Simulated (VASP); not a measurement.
Wanted: the native input for a VASP 6.6.1 run.

- Task: electric field gradients
- Functional: PBE
- Potentials or basis: VASP PAW PBE potentials, release 64 (K_sv, Pd)
- Cutoff: 520 eV
- k mesh: 6 × 6 × 6
- Occupations: fermi-dirac, width 0.05 eV
- Spin: no spin polarisation
- Dipole correction: no
- Further INCAR settings: ALGO = Normal; EDIFF = 1e-08; NBANDS = 26

The structure of K3Pd lies in POSCAR:

```
K3Pd
1.0
    5.4450130000      0.0000000000      0.0000000000
    0.0000000000      5.4450130000      0.0000000000
    0.0000000000      0.0000000000      5.4450130000
K Pd
3 1
Direct
    0.5000000000      0.5000000000      0.0000000000
    0.5000000000      0.0000000000      0.5000000000
    0.0000000000      0.5000000000      0.5000000000
    0.0000000000      0.0000000000      0.0000000000
```

The cell comes from a database or a generator and needn't be the stable form of this composition.

These files were run (other wordings do the same):

INCAR

```
SYSTEM = K3Pd
ALGO = Normal ; EDIFF = 1E-8
ENCUT = 520 ; GGA = PE
ISIF = 2 ; ISMEAR = -1
LASPH = .TRUE. ; LCHARG = .FALSE.
LEFG = .TRUE. ; LREAL = .FALSE.
LWAVE = .FALSE. ; NBANDS = 26
NELM = 100 ; PREC = Accurate
SIGMA = 0.05
```

KPOINTS

```
k-points
0
G
  6 6 6
  0 0 0
```

Potentials or basis: VASP PAW PBE potentials, release 64 (K_sv, Pd).

Launch:

```console
$ cat potpaw_PBE.64/K_sv/POTCAR potpaw_PBE.64/Pd/POTCAR > POTCAR
$ mpirun -np 1 vasp_std > vasp.out
```

It gave:

The pressure is 0.0 GPa and the band gap on the k mesh is none (metal or under the smearing width).

It took 69 s on 1 thread of Intel(R) Xeon(R) Platinum 8559C (Emerald Rapids) (shared host), peak memory 0.26 GiB.
